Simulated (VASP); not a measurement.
```xyz
6
Lattice="4.7201 0.0000 0.0000 0.0000 4.7201 0.0000 0.0000 0.0000 3.1401" Properties=species:S:1:pos:R:3 pbc="T T T"
Zn     0.0000     0.0000     3.1401
Zn     2.3600     2.3600     1.5700
F      1.4329     1.4329     0.0000
F      3.7930     0.9271     1.5700
F      0.9271     3.7930     1.5700
F      3.2871     3.2871     3.1401
```

Level of theory: PBEsol GGA, VASP's PBE PAW potentials (set 64) (plane waves; VASP). Settings: 520 eV cut-off, 5×5×8 Γ-centred mesh, tetrahedra with Blöchl corrections, potentials Zn F.

The cores are frozen, which limits the accuracy of field gradients.

**Question.** Give the principal components of the electric field gradient (V/Å²) and the asymmetry η at each nucleus.

**Answer.** 
```json
[
 {"atom": "Zn1", "Vxx": "-13.9", "Vyy": "-7.3", "Vzz": "21.2", "η": "0.31"},
 {"atom": "Zn2", "Vxx": "-13.9", "Vyy": "-7.3", "Vzz": "21.2", "η": "0.31"},
 {"atom": "F3", "Vxx": "64.9", "Vyy": "27.7", "Vzz": "-92.5", "η": "0.40"},
 {"atom": "F4", "Vxx": "64.9", "Vyy": "27.7", "Vzz": "-92.5", "η": "0.40"},
 {"atom": "F5", "Vxx": "64.9", "Vyy": "27.7", "Vzz": "-92.5", "η": "0.40"},
 {"atom": "F6", "Vxx": "64.9", "Vyy": "27.7", "Vzz": "-92.5", "η": "0.40"}
]
```

The compound is ZnF2 in the rutile structure. It was relaxed first.
